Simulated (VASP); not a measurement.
**Y3F: relaxation of cell and atoms with BLYP+D3**

Y3F:

```
Y F
1.0
     6.26665    0.00000    0.00000
    -3.13333    5.42708    0.00000
     0.00000    0.00000    3.36199
Y F
3 1
Direct
  0.50000 0.00000 0.00000
  0.00000 0.50000 0.00000
  0.50000 0.50000 0.00000
  0.00000 0.00000 0.00000
```

The cell was built by a generator and needn't be a form met in nature.

```json
{
 "Program": "VASP 6.6.1",
 "Task": "relaxation of cell and atoms",
 "Functional": "BLYP",
 "Dispersion": "D3",
 "Potentials or basis": "VASP PAW PBE potentials, release 64 (Y_sv, F)",
 "Cutoff": "600 eV",
 "k mesh": "4 × 4 × 6",
 "Occupations": "fermi-dirac, width 0.05 eV",
 "Spin": "no spin polarisation",
 "Further INCAR settings": "ALGO = Fast; EDIFF = 1e-07; IBRION = 2; EDIFFG = -0.01; NSW = 60; ISIF = 3"
}
```

```json
{
 "Relaxed volume": "27.82 Å³/atom",
 "Relaxed cell": "a = 6.184 Å, b = 6.184 Å, c = 3.360 Å, α = 90.00°, β = 90.00°, γ = 120.00°",
 "Space group after relaxing (to 0.05 Å)": "P6/mmm (No. 191)",
 "Energy gained by relaxing": "2.6 meV/atom",
 "Ionic steps": "5",
 "Pressure after relaxing": "0.0 GPa",
 "Band gap on the k mesh": "none (metal or under the smearing width)",
 "Dispersion energy per atom": "-0.432 eV"
}
```

Step by step:
```
step  energy change (eV)  largest force (eV/Å)  pressure (GPa)  volume (Å³)
   1              0.0000                0.0000           -0.77       114.34
   2             -0.0095                0.0000           -0.21       112.07
   3             -0.0103                0.0000            0.06       111.12
   4             -0.0103                0.0000            0.03       111.18
   5             -0.0105                0.0000            0.00       111.29
```

Final structure:
```yaml
crystal:
  lattice:
    - [6.18419, 0.00000, 0.00000]
    - [-3.09210, 5.35567, 0.00000]
    - [0.00000, 0.00000, 3.36021]
  atoms:
    - { symbol: Y, position: [0.50000, 0.00000, 0.00000] }
    - { symbol: Y, position: [0.00000, 0.50000, 0.00000] }
    - { symbol: Y, position: [0.50000, 0.50000, 0.00000] }
    - { symbol: F, position: [0.00000, 0.00000, 0.00000] }
```

Levels at points of the mesh, in eV from the Fermi level:
| k point | band 17 | band 18 | band 19 | band 20 | band 21 | band 22 | band 23 | band 24 |
| --- | --- | --- | --- | --- | --- | --- | --- | --- |
| (0.00, 0.00, 0.00) | -3.77 | -1.28 | -1.04 | -1.04 | -0.03 | 0.28 | 0.28 | 1.64 |
| (0.50, 0.00, 0.00) | -2.63 | -1.73 | -0.43 | -0.24 | 0.26 | 0.77 | 1.01 | 1.19 |
| (0.00, 0.00, 0.50) | -2.17 | -1.91 | -0.66 | -0.66 | -0.12 | -0.12 | 0.62 | 0.69 |
| (0.50, 0.00, 0.50) | -1.50 | -0.70 | -0.60 | -0.26 | 0.26 | 1.00 | 1.16 | 1.58 |

Run time: 8.5 min on 1 thread of AMD EPYC 9R14 (Zen 4), on a shared host, peak memory 0.27 GiB.

Caveat: the PAW data sets were made with another functional, which shifts forces and pressure a little; pairwise dispersion overbinds metals, which lowers pressure and volume.
